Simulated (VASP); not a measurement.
Input for VASP

POSCAR:
```
BAs
3.3441520
  0.0000000000   0.7071067185   0.7071067185
  0.7071067185   0.0000000000   0.7071067185
  0.7071067185   0.7071067185   0.0000000000
B As
1 1
Cartesian
  0.0000000000   0.0000000000   0.0000000000
  0.3535533593   0.3535533593   0.3535533593
```

INCAR:
```
ALGO  =  Normal
EDIFF  =  1E-7
ENCUT  =  520
GGA  =  PS
ISIF  =  2
ISMEAR  =  0
LASPH  =  T
LCHARG  =  F
LMAXMIX  =  4
LREAL  =  F
LWAVE  =  F
NELM  =  100
PREC  =  Accurate
SIGMA  =  0.05
SYSTEM  =  BAs
```

File KPOINTS:
```
Automatic mesh
0
Gamma
10 10 10
0 0 0
```

POTCAR, in this order: B As (PBE.64 set). Program: vasp_std.

Question: Write an equivalent input for Quantum ESPRESSO's pw.x.

Answer: One equivalent input (not run):
```
&CONTROL
  calculation = 'scf'
  pseudo_dir = './pseudo'
  outdir = './out'
  tprnfor = .true.
  tstress = .true.
/
&SYSTEM
  ibrav = 0
  nat = 2
  ntyp = 2
  ecutwfc = 84
  occupations = 'smearing'
  smearing = 'gaussian'
  degauss = 0.003675
  input_dft = 'pbesol'
/
&ELECTRONS
  conv_thr = 7.3e-09
  electron_maxstep = 100
/
ATOMIC_SPECIES
  B 10.810 B.upf
  As 74.922 As.upf
CELL_PARAMETERS angstrom
     0.0000000    2.3646723    2.3646723
     2.3646723    0.0000000    2.3646723
     2.3646723    2.3646723    0.0000000
ATOMIC_POSITIONS crystal
  B    0.0000000  0.0000000  0.0000000
  As   0.2500000  0.2500000  0.2500000
K_POINTS automatic
  10 10 10 0 0 0
```
Limits of the translation: the potentials are each code's own (VASP's PAW set, PseudoDojo norm-conserving files in pw.x), so ENCUT and ecutwfc are chosen apart and not converted; conv_thr bounds pw.x's estimated SCF error, while EDIFF bounds the energy change between steps.

The compound is BAs in the zinc blende structure. This cell is one point of a volume scan, at 0.97 of the reference volume.
